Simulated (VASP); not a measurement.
VASP input:

**POSCAR**
```
EuN
1
    0.0000000000     3.4943680000     0.0000000000
    3.4943680000     0.0000000000     0.0000000000
    0.0000000000     0.0000000000     6.1529070000
Eu N
2 2
Direct
  0.5000000000   0.0000000000   0.0000000000
  0.0000000000   0.5000000000   0.5000000000
  0.0000000000   0.0000000000   0.2500000000
  0.0000000000   0.0000000000   0.7500000000
```

KPOINTS:
```
Automatic mesh
0
Gamma
5 5 3
0 0 0
```

### INCAR
```
SYSTEM = EuN
PREC = Accurate
ENCUT = 520
EDIFF = 1E-6
NELM = 100
ALGO = Normal
LREAL = .FALSE.
LASPH = .TRUE.
ISMEAR = 0
SIGMA = 0.05
GGA = PE
LMAXMIX = 6
LWAVE = .FALSE.
LCHARG = .FALSE.
ISIF = 2
```

POTCAR, in this order: Eu_2 N (PBE.64 set). Program: vasp_std.

The resulting files:

### standard output
```
 -----------------------------------------------------------------------------
|                                                                             |
|     EEEEEEE  RRRRRR   RRRRRR   OOOOOOO  RRRRRR      ###     ###     ###     |
|     E        R     R  R     R  O     O  R     R     ###     ###     ###     |
|     E        R     R  R     R  O     O  R     R     ###     ###     ###     |
|     EEEEE    RRRRRR   RRRRRR   O     O  RRRRRR       #       #       #      |
|     E        R   R    R   R    O     O  R   R                               |
|     E        R    R   R    R   O     O  R    R      ###     ###     ###     |
|     EEEEEEE  R     R  R     R  OOOOOOO  R     R     ###     ###     ###     |
|                                                                             |
|     ERROR: the triple product of the basis vectors is negative exchange     |
|     two basis vectors                                                       |
|                                                                             |
|       ---->  I REFUSE TO CONTINUE WITH THIS SICK JOB ... BYE!!! <----       |
|                                                                             |
 -----------------------------------------------------------------------------
```

Task: From input and log, find the fault in this run and mend it.

Result: The cause: the lattice vectors form a left-handed set. VASP stops with an error: ERROR: the triple product of the basis vectors is negative exchange two basis vectors ----> I REFUSE TO CONTINUE WITH THIS SICK JOB ... BYE!!! <---- To mend it, correct POSCAR.
### POSCAR
```
EuN
1
    3.4943680000     0.0000000000     0.0000000000
    0.0000000000     3.4943680000     0.0000000000
    0.0000000000     0.0000000000     6.1529070000
Eu N
2 2
Direct
  0.0000000000   0.5000000000   0.0000000000
  0.5000000000   0.0000000000   0.5000000000
  0.0000000000   0.0000000000   0.2500000000
  0.0000000000   0.0000000000   0.7500000000
```
The mended run (PBE GGA, plane waves, VASP's PBE PAW potentials (set 64)) converges, and its OSZICAR ends with
```
   1 F= -.20318425E+02 E0= -.20314064E+02  d E =-.872142E-02
```

The structure was generated: EuN was put into the PtS type (P4_2/mmc), which need not be its known phase. The cell was not relaxed at this level. The 4f electrons are frozen in the core of the lanthanide potential, so 4f levels, which can set the real gap, and their magnetism are missing.
